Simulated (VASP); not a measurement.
Input:

```yaml
crystal:
  lattice:
    - [0.00000, 3.31500, 3.31500]
    - [3.31500, 0.00000, 3.31500]
    - [3.31500, 3.31500, 0.00000]
  atoms:
    - { symbol: Ag, position: [0.00000, 0.00000, 0.00000] }
    - { symbol: I, position: [0.25000, 0.25000, 0.25000] }
```

These are PBE GGA, VASP's PBE PAW potentials (set 64) (plane waves; VASP) values and carry that method's errors. Settings: 400 eV cut-off, 6×6×6 Γ-centred mesh, Gaussian smearing of 0.050 eV, potentials Ag I.

Unless said otherwise, spin-orbit coupling is left out, though it shifts the bands of the heavy elements here.

Question: Predict the energy per atom (σ→0), band gap (on the k-mesh) with the smallest direct gap where there is one.

Answer: 
```yaml
band gap (on the k-mesh): 1.34 eV
smallest direct gap (on the k-mesh): 1.34 eV
energy per atom (σ→0): -2.395 eV/atom
```

Only differences to runs with the same potentials and settings are physical.

The compound is AgI in the zinc blende structure, whereas wurtzite is the usual form. The cell was not relaxed at this level.
